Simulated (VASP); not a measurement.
## A VASP study of ZnS (Wurtzite-6H) (AM05): structure first, properties next

What structure does ZnS (Wurtzite-6H) take at this level, and what are its properties? The steps: full relaxation (AM05), second relaxation, single point with fields (AM05), bands along the symmetry lines (AM05), total and projected DOS (AM05), volume scan with AM05, fit for AM05, independent-particle dielectric function (AM05) and self-consistent run (AM05) with a changed input. The start is a cell from a database of measured crystal structures.

Calculated with VASP 6.6.1; AM05; plane waves and PAW (Zn, S).

The database entry behind the starting cell has ideal inner coordinates that were not refined, so it need not match the best structure at ambient conditions.

## (1) The starting structure

Before any relaxation, the start is as follows. It takes space group P6_3mc (No. 186, hexagonal). The conventional cell has a = 3.812 Å, b = 3.812 Å, c = 18.690 Å, α = 90.00°, β = 90.00°, γ = 120.00°. Nearest to Zn lie 4 S at 2.33 to 2.34 Å. S has 4 Zn at 2.33 to 2.34 Å nearest. Nearest to S lie 4 Zn at 2.33 to 2.34 Å. S has 4 Zn at 2.33 to 2.34 Å nearest. Farther neighbours and most contacts between anions are not listed.

## (2) Full relaxation (AM05)

The start need not lie at this functional's minimum. ISIF = 3 frees volume, shape and positions, and EDIFFG sets the threshold on forces and stress at which the search stops. AM05 is built from the electron gas and the surface model, and does well on lattice constants.

INCAR reads:

```
SYSTEM = ZnS
PREC = Accurate
ENCUT = 400
EDIFF = 1E-06
NELM = 100
ISMEAR = 0
SIGMA = 0.05
LREAL = .FALSE.
ALGO = Normal
GGA = AM
NBANDS = 66
LORBIT = 11
LWAVE = .FALSE.
LCHARG = .FALSE.
KPAR = 4
NCORE = 2
IBRION = 2
NSW = 60
ISIF = 3
EDIFFG = -0.01
```

POSCAR reads:

```
ZnS
1.0
    3.8120000000      0.0000000000      0.0000000000
   -1.9060000000      3.3012888392      0.0000000000
    0.0000000000      0.0000000000     18.6899900000
Zn S
6 6
Direct
    0.0000000000      0.0000000000      0.0000000000
    0.0000000000      0.0000000000      0.5000000000
    0.3333333333      0.6666666667      0.1666700000
    0.6666666667      0.3333333333      0.6666700000
    0.6666666667      0.3333333333      0.3333300000
    0.3333333333      0.6666666667      0.8333300000
    0.0000000000      0.0000000000      0.1250000000
    0.0000000000      0.0000000000      0.6250000000
    0.3333333333      0.6666666667      0.2916700000
    0.6666666667      0.3333333333      0.7916700000
    0.6666666667      0.3333333333      0.4583300000
    0.3333333333      0.6666666667      0.9583300000
```

KPOINTS reads:

```
Automatic mesh
0
Gamma
6 6 1
0 0 0
```

Potentials, in the order of the species: Zn and S (PBE family, release 64).

On the command line:

```bash
> mpirun -np 8 vasp_std
```

Output:

```text
[banner, memory and clock lines left out]
running    8 mpi-ranks, on    1 nodes
 distrk:  each k-point on    2 cores,    4 groups
 distr:  one band on    2 cores,    1 groups

 POSCAR found type information on POSCAR ZnS
 POSCAR found :  2 types and      12 ions
|                                                                             |
|               ----> ADVICE to this user running VASP <----                  |
|                                                                             |
|     You enforced a specific xc type in the INCAR file but a different       |
|     [... a line on the potential file left out ...]
|     I HOPE YOU KNOW WHAT YOU ARE DOING!                                     |
|                                                                             |

 LDA part: xc-table for (Slater+PW92), standard interpolation
 POSCAR, INCAR and KPOINTS ok, starting setup
 FFT: planning ... GRIDC
 FFT: planning ... GRID_SOFT
 FFT: planning ... GRID
 WAVECAR not read
 entering main loop
       N       E                     dE             d eps       ncg     rms          rms(c)
DAV:   1     0.865834789996E+03    0.86583E+03   -0.42028E+04   924   0.166E+03
DAV:   2     0.870340498496E+02   -0.77880E+03   -0.74820E+03   924   0.415E+02
DAV:   3    -0.378358668834E+02   -0.12487E+03   -0.12227E+03  1026   0.155E+02
DAV:   4    -0.450390250134E+02   -0.72032E+01   -0.71636E+01  1070   0.382E+01
DAV:   5    -0.451916752549E+02   -0.15265E+00   -0.15246E+00  1096   0.556E+00    0.169E+01
DAV:   6    -0.427336743338E+02    0.24580E+01   -0.55282E+00  1318   0.445E+01    0.128E+01
DAV:   7    -0.429610110903E+02   -0.22734E+00   -0.77547E+00  1056   0.906E+00    0.426E+00
DAV:   8    -0.428181936555E+02    0.14282E+00   -0.47942E-01  1182   0.519E+00    0.149E+00
DAV:   9    -0.428020214432E+02    0.16172E-01   -0.19255E-01  1216   0.304E+00    0.428E-01
DAV:  10    -0.428019567061E+02    0.64737E-04   -0.85855E-03  1112   0.116E+00    0.327E-01
DAV:  11    -0.428024275305E+02   -0.47082E-03   -0.18894E-03  1256   0.404E-01    0.199E-01
DAV:  12    -0.428030172438E+02   -0.58971E-03   -0.10465E-03   964   0.314E-01    0.111E-01
DAV:  13    -0.428029810677E+02    0.36176E-04   -0.18921E-04  1192   0.155E-01    0.249E-02
DAV:  14    -0.428030046264E+02   -0.23559E-04   -0.96922E-05   990   0.749E-02    0.125E-02
DAV:  15    -0.428030070049E+02   -0.23785E-05   -0.18435E-05  1088   0.414E-02    0.955E-03
DAV:  16    -0.428030072127E+02   -0.20780E-06   -0.32828E-06   846   0.127E-02
   1 F= -.42803007E+02 E0= -.42803007E+02  d E =-.428030E+02
 curvature:   0.00 expect dE= 0.000E+00 dE for cont linesearch  0.000E+00
 trial: gam= 0.00000 g(F)=  0.142E-03 g(S)=  0.227E-01 ort = 0.000E+00 (trialstep = 0.100E+01)
 search vector abs. value=  0.228E-01
 bond charge predicted
       N       E                     dE             d eps       ncg     rms          rms(c)
DAV:   1    -0.431252864277E+02   -0.32228E+00   -0.44055E+00  1136   0.227E+01    0.419E+00
DAV:   2    -0.428514921723E+02    0.27379E+00   -0.11377E+00  1068   0.169E+01    0.159E+00
DAV:   3    -0.428218886695E+02    0.29604E-01   -0.49175E-02  1000   0.102E+00    0.780E-01
DAV:   4    -0.428133345085E+02    0.85542E-02   -0.63406E-03  1148   0.373E-01    0.448E-01
DAV:   5    -0.428115839241E+02    0.17506E-02   -0.93680E-04  1356   0.427E-01    0.803E-02
DAV:   6    -0.428115747642E+02    0.91599E-05   -0.10723E-03  1004   0.212E-01    0.349E-02
DAV:   7    -0.428115619589E+02    0.12805E-04   -0.10785E-04  1044   0.612E-02    0.289E-02
DAV:   8    -0.428115614026E+02    0.55637E-06   -0.93304E-06  1064   0.563E-02
   2 F= -.42811561E+02 E0= -.42811561E+02  d E =-.855419E-02
[...]
3 F= -.42812295E+02 E0= -.42812295E+02  d E =-.928825E-02
[...]
4 F= -.42812288E+02 E0= -.42812288E+02  d E =-.928073E-02
[...]
5 F= -.42812332E+02 E0= -.42812332E+02  d E =-.439610E-04
 trial-energy change:   -0.000044  1 .order   -0.000044   -0.000054   -0.000034
 step:   2.5602(harm=  2.5602)  dis= 0.00153  next Energy=   -42.812360 (dE=-0.720E-04)
 bond charge predicted
       N       E                     dE             d eps       ncg     rms          rms(c)
DAV:   1    -0.428123236037E+02    0.89644E-05   -0.12406E-02   936   0.429E-01    0.462E-02
DAV:   2    -0.428123619778E+02   -0.38374E-04   -0.45437E-04  1064   0.964E-02    0.203E-02
DAV:   3    -0.428123598606E+02    0.21172E-05   -0.95920E-06  1052   0.210E-02    0.160E-02
DAV:   4    -0.428123584514E+02    0.14092E-05   -0.40506E-06   922   0.226E-02    0.585E-03
DAV:   5    -0.428123585269E+02   -0.75497E-07   -0.20393E-06   618   0.176E-02
   6 F= -.42812359E+02 E0= -.42812359E+02  d E =-.705825E-04
 curvature:  -1.22 expect dE=-0.415E-04 dE for cont linesearch -0.132E-07
 trial: gam= 0.16298 g(F)=  0.130E-04 g(S)=  0.212E-04 ort =-0.762E-06 (trialstep = 0.127E+01)
 search vector abs. value=  0.353E-04
 reached required accuracy - stopping structural energy minimisation
```

Elapsed: 67 s, on 8 MPI ranks of Intel Xeon Platinum 8259CL at 2.50GHz (Skylake/Cascade Lake), shared host; peak memory 1.9 GiB; 8.7 min of CPU time.

The logs omit lines about the potential files and the build; timing stands in the text.

Parts of OUTCAR (step 2):

```text
ion  position               nearest neighbor table
   1  0.000  0.000  0.000-  12 2.33  12 2.33  12 2.33   7 2.34
   2  0.000  0.000  0.500-  11 2.33  11 2.33  11 2.33   8 2.34
   3  0.333  0.667  0.167-   7 2.33   7 2.33   7 2.33   9 2.34
   4  0.667  0.333  0.667-   8 2.33   8 2.33   8 2.33  10 2.34
   5  0.667  0.333  0.333-   9 2.33   9 2.33   9 2.33  11 2.34
   6  0.333  0.667  0.833-  10 2.33  10 2.33  10 2.33  12 2.34
   7  0.000  0.000  0.125-   3 2.33   3 2.33   3 2.33   1 2.34
   8  0.000  0.000  0.625-   4 2.33   4 2.33   4 2.33   2 2.34
   9  0.333  0.667  0.292-   5 2.33   5 2.33   5 2.33   3 2.34
  10  0.667  0.333  0.792-   6 2.33   6 2.33   6 2.33   4 2.34
  11  0.667  0.333  0.458-   2 2.33   2 2.33   2 2.33   5 2.34
  12  0.333  0.667  0.958-   1 2.33   1 2.33   1 2.33   6 2.34

  LATTYP: Found a hexagonal cell.
 ALAT       =     3.8120000000
 C/A-ratio  =     4.9029354669

 Subroutine GETGRP returns: Found 12 space group operations
 (whereof  6 operations were pure point group operations)

The static configuration has the point symmetry C_3v.
 The point group associated with its full space group is C_6v.

 Found      7 irreducible k-points:

   k-points           NKPTS =      7   k-points in BZ     NKDIM =      7   number of bands    NBANDS=     66

   dimension x,y,z NGX =    28 NGY =   28 NGZ =  126
   dimension x,y,z NGXF=    56 NGYF=   56 NGZF=  252

   ENCUT  =  400.0 eV  29.40 Ry    5.42 a.u.   6.22  6.22 30.48*2*pi/ulx,y,z

   NELECT =     108.0000    total number of electrons

 k-points in reciprocal lattice and weights: Automatic mesh
   0.00000000  0.00000000  0.00000000       0.028
   0.16666667  0.00000000  0.00000000       0.167
   0.33333333  0.00000000  0.00000000       0.167
   0.50000000  0.00000000  0.00000000       0.083
   0.16666667  0.16666667  0.00000000       0.167
   0.33333333  0.16666667  0.00000000       0.333
   0.33333333  0.33333333  0.00000000       0.056

 average (electrostatic) potential at core
       1 -35.7520       2 -35.7520       3 -35.7402       4 -35.7402       5 -35.7500
       6 -35.7500       7 -88.4027       8 -88.4027       9 -88.4152      10 -88.4152
      11 -88.4206      12 -88.4206

 E-fermi :   2.5252

 k-point     1 :       0.0000    0.0000    0.0000
  band No.  band energies     occupation
    ...
     50       2.0084      2.00000
     51       2.0084      2.00000
     52       2.2343      2.00000
     53       2.2595      2.00000
     54       2.2595      2.00000
     55       4.4650      0.00000
     56       5.4685      0.00000
     57       5.5384      0.00000
     58       5.5857      0.00000
     59       5.6624      0.00000
    ...

 k-point     2 :       0.1667    0.0000    0.0000
  band No.  band energies     occupation
    ...
     50       1.3833      2.00000
     51       1.7182      2.00000
     52       1.7234      2.00000
     53       1.9973      2.00000
     54       2.0297      2.00000
     55       5.5750      0.00000
     56       6.2583      0.00000
     57       6.4302      0.00000
     58       6.4797      0.00000
     59       6.5330      0.00000
    ...

 k-point     3 :       0.3333    0.0000    0.0000
  band No.  band energies     occupation
    ...
     50       1.0145      2.00000
     51       1.1943      2.00000
     52       1.2001      2.00000
     53       1.4564      2.00000
     54       1.5722      2.00000
     55       5.7689      0.00000
     56       5.8856      0.00000
     57       6.3150      0.00000
     58       6.3570      0.00000
     59       6.4803      0.00000
    ...

  Total       -0.0493703     -0.0493703     -0.0196874      0.0000000      0.0000000      0.0000000
  in kB       -0.3405515     -0.3405515     -0.1358015      0.0000000      0.0000000      0.0000000
  external PRESSURE =      -0.2723015 kB  Pullay stress =       0.0000000 kB

  energy-cutoff  :      400.00
  volume of cell :      232.27
      direct lattice vectors                 reciprocal lattice vectors
     3.795990939  0.000000000  0.000000000     0.263435824  0.152094744 -0.000000000
    -1.897995469  3.287424585  0.000000000     0.000000000  0.304189488  0.000000000
     0.000000000  0.000000000 18.612849672     0.000000000  0.000000000  0.053726324

 POSITION                                       TOTAL-FORCE (eV/Angst)
 -----------------------------------------------------------------------------------
      0.00000      0.00000     18.61273         0.000000      0.000000      0.003504
      0.00000      0.00000      9.30630         0.000000     -0.000000      0.003504
     -0.00000      2.19162      3.10388        -0.000000      0.000000      0.003871
      1.89800      1.09581     12.41030         0.000000     -0.000000      0.003871
      1.89800      1.09581      6.20397        -0.000000      0.000000     -0.008710
     -0.00000      2.19162     15.51039         0.000000     -0.000000     -0.008710
      0.00000      0.00000      2.32901        -0.000000     -0.000000     -0.003871
      0.00000      0.00000     11.63543         0.000000      0.000000     -0.003871
     -0.00000      2.19162      5.42809         0.000000      0.000000      0.003766
      1.89800      1.09581     14.73452         0.000000      0.000000      0.003766
      1.89800      1.09581      8.52785         0.000000     -0.000000      0.001439
     -0.00000      2.19162     17.83427         0.000000      0.000000      0.001439
 -----------------------------------------------------------------------------------
    total drift:                               -0.000002     -0.000004      0.000210

  FREE ENERGIE OF THE ION-ELECTRON SYSTEM (eV)
  ---------------------------------------------------
  free  energy   TOTEN  =       -42.8123585269 eV

  energy  without entropy=      -42.8123585269  energy(sigma->0) =      -42.81235853

 reached required accuracy - stopping structural energy minimisation

 total charge
# of ion       s       p       d       tot
------------------------------------------
    1        0.529   0.497   9.802  10.828
    2        0.529   0.497   9.802  10.828
    3        0.529   0.499   9.803  10.831
    4        0.529   0.499   9.803  10.831
    5        0.530   0.499   9.802  10.832
    6        0.530   0.499   9.802  10.832
    7        1.306   2.428   0.000   3.733
    8        1.306   2.428   0.000   3.733
    9        1.306   2.427   0.000   3.733
   10        1.306   2.427   0.000   3.733
   11        1.305   2.427   0.000   3.733
   12        1.305   2.427   0.000   3.733
--------------------------------------------------
tot         11.010  17.554  58.814  87.378

[... 3 further parts left out ...]
```

CONTCAR:

```
ZnS
   1.00000000000000
     3.7959909386025261    0.0000000000000000    0.0000000000000000
    -1.8979954693012631    3.2874245853393740    0.0000000000000000
     0.0000000000000000    0.0000000000000000   18.6128496718134855
  Zn              S
     6     6
Direct
     0.0000000000000000    0.0000000000000000    0.9999934030037755
     0.0000000000000000    0.0000000000000000    0.4999934030037755
     0.3333333332999970    0.6666666667000030    0.1667599820768796
     0.6666666667000030    0.3333333332999970    0.6667599820768797
     0.6666666667000030    0.3333333332999970    0.3333164738044956
     0.3333333332999970    0.6666666667000030    0.8333164738044957
     0.0000000000000000    0.0000000000000000    0.1251289239992717
     0.0000000000000000    0.0000000000000000    0.6251289239992718
     0.3333333332999970    0.6666666667000030    0.2916313528430512
     0.6666666667000030    0.3333333332999970    0.7916313528430513
     0.6666666667000030    0.3333333332999970    0.4581698642725263
     0.3333333332999970    0.6666666667000030    0.9581698642725263
```

The gap is read on the k-mesh alone, so it is an upper bound where the band edges lie off the mesh, and a coarse mesh can show a gap where there is none. The PAW data sets were made with PBE, which is usual practice but a small mismatch for other functionals. The run keeps the 12 symmetry operations of its start, so it cannot find a distortion of lower symmetry.

Relaxation path:

```
step  energy less that of the first step (eV)  largest force (eV/Å)  pressure (GPa)  volume (Å³)
   1                                   0.0000                0.0267           -0.93       235.20
   2                                  -0.0086                0.0138            0.37       231.33
   3                                  -0.0093                0.0171            0.02       232.21
   4                                  -0.0093                0.0172           -0.03       232.27
   5                                  -0.0093                0.0102           -0.03       232.27
   6                                  -0.0094                0.0087           -0.03       232.27
```

```
conventional cell, symmetrised  before   after  change
                         a (Å)   3.812   3.796  -0.4 %
                         b (Å)   3.812   3.796  -0.4 %
                         c (Å)  18.690  18.613  -0.4 %
              volume (Å³/atom)   19.60   19.36  -1.2 %
```

The relaxed structure:

```
Zn S
1.0
     3.79599    0.00000    0.00000
    -1.89800    3.28742    0.00000
     0.00000    0.00000   18.61285
Zn S
6 6
Direct
  0.00000 0.00000 0.99999
  0.00000 0.00000 0.49999
  0.33333 0.66667 0.16676
  0.66667 0.33333 0.66676
  0.66667 0.33333 0.33332
  0.33333 0.66667 0.83332
  0.00000 0.00000 0.12513
  0.00000 0.00000 0.62513
  0.33333 0.66667 0.29163
  0.66667 0.33333 0.79163
  0.66667 0.33333 0.45817
  0.33333 0.66667 0.95817
```

A gap read on the k-mesh alone can miss the band edges.

This step gave:

- electrons: 108
- bands: 66
- irreducible k-points: 7
- symmetry operations: 12
- free energy (TOTEN): -42.81 eV
- Fermi energy: 2.525 eV
- pressure: -0.02723 GPa
- metallic, judged on the points sampled: no
- valence top at k: 0, 0, 0
- conduction bottom at k: 0, 0, 0
- least direct gap at k: 0, 0, 0
- SCF cycles over all ionic steps: 44
- gap on the k-mesh: 2.205 eV
- least direct gap on the k-mesh: 2.205 eV

It ends with a largest force of 0.009 eV/Å and a pressure of -0.03 GPa. The volume lies -1.2 % from that of the database's start, part of which can be the thermal and zero-point expansion of its experiment.

(Continued in part 2 of 6.)

[Lines on the potential files, build, host, timing and source positions are cut from VASP's logs without a mark.]

[Logs are printed without paths, hosts, clocks, repeated set-up lines and the standing remarks that a program may print on its own settings, such as how far it seeks lower states.]

[Hosts, paths, dates, database ids (printed as entryN), source tags and the programs' standing remarks are cut or masked in the printed files.]

[A measured line is paired with the nearest computed mode of its activity, which favours agreement.]

[In band tables of VASP the shares of atoms and orbitals are scaled to a sum of 1 inside the atoms' spheres.]
